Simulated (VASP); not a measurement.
```xyz
4
Lattice="3.0611 0.0000 0.0000 -1.5305 2.6510 0.0000 0.0000 0.0000 8.0732" Properties=species:S:1:pos:R:3 pbc="T T T"
W      0.0000     1.7673     0.2926
W      1.5305     0.8837     4.3292
P      0.0000     1.7673     2.7348
P      1.5305     0.8837     6.7714
```

All values below come from r2SCAN meta-GGA, VASP's PBE PAW potentials (set 64) (plane waves; VASP 6.6.1). Run with 400 eV cut-off, 10×10×4 Γ-centred mesh, first-order Methfessel-Paxton smearing of 0.10 eV, potentials W_sv P.

Unless said otherwise, spin-orbit coupling is left out, though it shifts the bands of the heavy elements here.

Estimate the energy per atom (σ→0), band gap (on the k-mesh) with the smallest direct gap where there is one.

| Property | Value |
|---|---|
| band gap (on the k-mesh) | none (metal, semimetal or under 0.01 eV) |
| energy per atom (σ→0) | -30.017 eV/atom |

The absolute energy has meaning only against runs of the same code, potentials and settings.

The structure was generated: WP was put into the wurtzite type (P6_3mc), which need not be its known phase. It was relaxed first, which changed the volume by -45 %. The start is the result of an earlier pass.
